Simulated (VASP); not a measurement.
A VASP calculation is set up with these files.

**KPOINTS**
```
Automatic mesh
0
Gamma
10 10 10
0 0 0
```

**INCAR**
```
SYSTEM = MoSi2
PREC = Accurate
ENCUT = 400
EDIFF = 1E-6
NELM = 100
ALGO = Normal
LREAL = .FALSE.
LASPH = .TRUE.
ISMEAR = 1
SIGMA = 0.1
GGA = PE
LMAXMIX = 4
LWAVE = .FALSE.
LCHARG = .FALSE.
ISIF = 2
LSORBIT = .TRUE.
MAGMOM = 0 0 0 0 0 0 0 0 0
GGA_COMPAT = .FALSE.
```

POSCAR:
```
MoSi2
1
   -1.6050000000     1.6050000000     3.9250000000
    1.6050000000    -1.6050000000     3.9250000000
    1.6050000000     1.6050000000    -3.9250000000
Si Mo
2 1
Direct
  0.6650000000   0.6650000000   0.0000000000
  0.3350000000   0.3350000000   0.0000000000
  0.0000000000   0.0000000000   0.0000000000
```

POTCAR, in this order: Si Mo_sv (PBE.64 set). Program: vasp_std.

The run wrote:

**standard output**
```
 POSCAR found type information on POSCAR SiMo
 POSCAR found :  2 types and       3 ions
 Reading from existing POTCAR

 -----------------------------------------------------------------------------
|                                                                             |
|     EEEEEEE  RRRRRR   RRRRRR   OOOOOOO  RRRRRR      ###     ###     ###     |
|     E        R     R  R     R  O     O  R     R     ###     ###     ###     |
|     E        R     R  R     R  O     O  R     R     ###     ###     ###     |
|     EEEEE    RRRRRR   RRRRRR   O     O  RRRRRR       #       #       #      |
|     E        R   R    R   R    O     O  R   R                               |
|     E        R    R   R    R   O     O  R    R      ###     ###     ###     |
|     EEEEEEE  R     R  R     R  OOOOOOO  R     R     ###     ###     ###     |
|                                                                             |
|     ERROR: Noncollinear calculations require that VASP is compiled          |
|     without the flag -DNGXhalf and-DNGZhalf.                                |
|     You probably tried to run a noncollinear calculation                    |
|     (LNONCOLLINEAR=T) with the executable vasp_std. Use vasp_ncl            |
|     instead!                                                                |
|                                                                             |
|       ---->  I REFUSE TO CONTINUE WITH THIS SICK JOB ... BYE!!! <----       |
|                                                                             |
 -----------------------------------------------------------------------------
```

Q: Read the log: what went wrong, and how is it fixed?

A: The cause: LSORBIT needs the non-collinear program vasp_ncl. VASP stops with an error: ERROR: Noncollinear calculations require that VASP is compiled without the flag -DNGXhalf and-DNGZhalf. You probably tried to run a noncollinear calculation (LNONCOLLINEAR=T) with the executable vasp_std. Use vasp_ncl instead! ----> I REFUSE TO CONTINUE WITH THIS SICK JOB ... BYE!!! <---- To mend it, run vasp_ncl.

The mended run (PBE GGA with spin-orbit coupling, plane waves, VASP's PBE PAW potentials (set 64)) converges, and its OSZICAR ends with
```
   1 F= -.23354657E+02 E0= -.23354643E+02  d E =-.429783E-04  mag=     0.0000    -0.0000    -0.0000
```

The compound is MoSi2 in the MoSi2 type structure. The cell was not relaxed at this level.
